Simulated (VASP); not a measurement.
Runs of VASP 6.6.1 on SnTe. It takes space group Fm-3m (No. 225, cubic). The conventional cell has a = 6.372 Å, b = 6.372 Å, c = 6.372 Å, α = 90.00°, β = 90.00°, γ = 90.00°. Around Sn (site symmetry m-3m) lie 6 Te at 3.19 Å. Te (site symmetry m-3m) has 6 Sn at 3.19 Å as nearest neighbours. The cell is a database's computed one.

```csv
task,level,potentials or basis,cell,k mesh,cutoff (eV),mesh quality,gap on the mesh (eV),pressure (GPa),relaxed volume (Å³/atom)
relaxation of cell and atoms,LDA,"VASP PAW LDA potentials, release 64 (Sn_d, Te)",relaxed,12 × 12 × 12,600,not flagged,0.21,0.0,30.36
relaxation of cell and atoms,PBE,"VASP PAW PBE potentials, release 64 (Sn_d, Te)",relaxed,12 × 12 × 12,600,not flagged,0.05,0.0,(a)
relaxation of cell and atoms,PBEsol,"VASP PAW PBE potentials, release 64 (Sn, Te)",relaxed,12 × 12 × 12,580,not flagged,0.16,0.0,(c)
relaxation of cell and atoms,PBEsol,"VASP PAW PBE potentials, release 64 (Sn_d, Te)",relaxed,12 × 12 × 12,600,not flagged,0.16,0.0,31.11
relaxation of cell and atoms,PBE+D3(BJ),"VASP PAW PBE potentials, release 64 (Sn_d, Te)",relaxed,12 × 12 × 12,600,not flagged,0.08,0.0,31.39
single point,PBEsol,"VASP PAW PBE potentials, release 64 (Sn_d, Te)",as given,12 × 12 × 12,520,not flagged,0.05,-1.7,-
relaxation of cell and atoms,RPBE,"VASP PAW PBE potentials, release 64 (Sn_d, Te)",relaxed,12 × 12 × 12,600,not flagged,0.17,0.0,34.05
relaxation of cell and atoms,PBEsol,"VASP PAW PBE potentials, release 64 (Sn_d, Te)",relaxed,4 × 4 × 4,600,coarse,(b),0.0,30.68
```

Alike in all rows: no spin polarisation; smearing gaussian 0.1 eV.

Question: Fill in the values left out.

Answer: (a) 32.91; (b) 0.20; (c) 31.09.

Caveats: some runs use coarse meshes; spin-orbit coupling is left out, which moves the levels of the heavy elements; the PAW data sets were made with another functional, which shifts forces and pressure a little (some runs).

A k mesh can miss the band edges, and the runs leave out spin-orbit coupling on Sn, Te.

The runs don't all hold the same shells in valence.
